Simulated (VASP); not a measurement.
VASP runs on I (space group Cmce) share one base input (PBE GGA, plane waves, VASP's PBE PAW potentials (set 64)) and change the settings named in each case.

POSCAR:
```
I
1
    2.3950000000    -3.6350000000     0.0000000000
    2.3950000000     3.6350000000     0.0000000000
    0.0000000000     0.0000000000     9.7900000000
I
4
Direct
  0.8460000000   0.8460000000   0.8830000000
  0.6540000000   0.6540000000   0.3830000000
  0.3460000000   0.3460000000   0.6170000000
  0.1540000000   0.1540000000   0.1170000000
```

### INCAR
```
ALGO = Normal
EDIFF = 1E-6
ENCUT = 300
GGA = PE
ISIF = 2
ISMEAR = -1
LASPH = .TRUE.
LCHARG = .FALSE.
LMAXMIX = 4
LREAL = .FALSE.
LWAVE = .FALSE.
NELM = 100
PREC = Accurate
SIGMA = 0.01
SYSTEM = I
```

**KPOINTS**
```
Automatic mesh
0
Gamma
3 3 2
0 0 0
```

POTCAR, in this order: I (PBE.64 set). Program: vasp_std.

| change | E(σ→0) (eV/atom) | pressure (GPa) | largest force (eV/Å) |
|---|---|---|---|
| base run | -1.4884 | 0.99 | 0.475 |
| GGA = PS | -1.7220 | -0.67 | 0.409 |
| GGA_COMPAT = .FALSE., LNONCOLLINEAR = .TRUE., LSORBIT = .TRUE., MAGMOM = 0.0 0.0 0.0 0.0 0.0 0.0 0.0 0.0 0.0 0.0 0.0 0.0, program vasp_ncl | -1.6433 | … | … |
| KPOINTS 6×6×3 Γ-centred mesh | -1.4864 | … | … |

Complete the blanks.

- GGA_COMPAT = .FALSE., LNONCOLLINEAR = .TRUE., LSORBIT = .TRUE., MAGMOM = 0.0 0.0 0.0 0.0 0.0 0.0 0.0 0.0 0.0 0.0 0.0 0.0, program vasp_ncl, pressure (GPa): 1.30
- GGA_COMPAT = .FALSE., LNONCOLLINEAR = .TRUE., LSORBIT = .TRUE., MAGMOM = 0.0 0.0 0.0 0.0 0.0 0.0 0.0 0.0 0.0 0.0 0.0 0.0, program vasp_ncl, largest force (eV/Å): 0.614
- KPOINTS 6×6×3 Γ-centred mesh, pressure (GPa): 1.01
- KPOINTS 6×6×3 Γ-centred mesh, largest force (eV/Å): 0.465

Energies of different potentials or functionals have different zeros. Unless said otherwise, spin-orbit coupling is left out, though it shifts the bands of the heavy elements here.

Left out are runs that ran out of time, are held back, or changed the cell or the kind of run, fixed moments of cells without a moment, rows past the twelfth, gaps on odd meshes, pressures of charged cells and columns that move by less than the noise.

The structure is a typed I crystal (Cmce). The cell was not relaxed at this level, forces remain on its atoms.
